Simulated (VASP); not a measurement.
An input for Ansatz (written as the equivalent of a VASP run, and not itself run):

Ansatz 0.2 input:
```yaml
crystal:
  lattice:
    - [0.0000000, 2.5435356, 2.5435356]
    - [2.5435356, 0.0000000, 2.5435356]
    - [2.5435356, 2.5435356, 0.0000000]
  atoms:
    - { symbol: Be, position: [0.0000000, 0.0000000, 0.0000000] }
    - { symbol: Se, position: [0.2500000, 0.2500000, 0.2500000] }
kpoints:
  mp_grid: { grid: [9, 9, 9] }
hamiltonian:
  xc: lda
  pseudopotentials: { kind: paw }
scf:
  occupations: { method: gaussian, width: 0.05 }
  max_iter: 100
relax:
  max_steps: 40
  f_tol: 0.02
  cell: { p_target: 5 }
output: { forces: true, stress: true, eigenvalues: true }
```

### Question
Translate this input to VASP (INCAR, KPOINTS, POSCAR, choice of POTCAR).

### Answer
This is not unique; one that fits is 
POSCAR:
```
BeSe
1
    0.0000000000     2.5435355641     2.5435355641
    2.5435355641     0.0000000000     2.5435355641
    2.5435355641     2.5435355641     0.0000000000
Be Se
1 1
Direct
  0.0000000000   0.0000000000   0.0000000000
  0.2500000000   0.2500000000   0.2500000000
```

### KPOINTS
```
K-points
0
G
  9 9 9
0 0 0
```

**INCAR**
```
# general
SYSTEM  = BeSe
PREC    = Accurate
ENCUT   = 500
LREAL   = .FALSE.
LASPH   = .TRUE.

# electronic loop
EDIFF   = 1E-6
NELM    = 100
ALGO    = Normal
LMAXMIX = 4

# smearing
ISMEAR  = 0
SIGMA   = 0.05

# ions
IBRION  = 2
NSW     = 40
ISIF    = 3
EDIFFG  = -0.02
PSTRESS = 50

# output
LWAVE   = .FALSE.
LCHARG  = .FALSE.
```

POTCAR, in this order: Be Se (LDA.64 set). Program: vasp_std.

What does not carry over: each code has its own PAW files, so the cut-off isn't converted (ENCUT is set for VASP's; basis.ecutwfc is left out, and Ansatz then takes the one that its files recommend); Ansatz stops its SCF on the density residual and VASP on the energy change (EDIFF); Ansatz's lda is the Perdew-Wang form, while the LDA potentials of VASP carry Perdew-Zunger's.

The compound is BeSe in the zinc blende structure. This run relaxes it under an external pressure of 5 GPa. Symmetry was kept, so distortions that lower it aren't found.
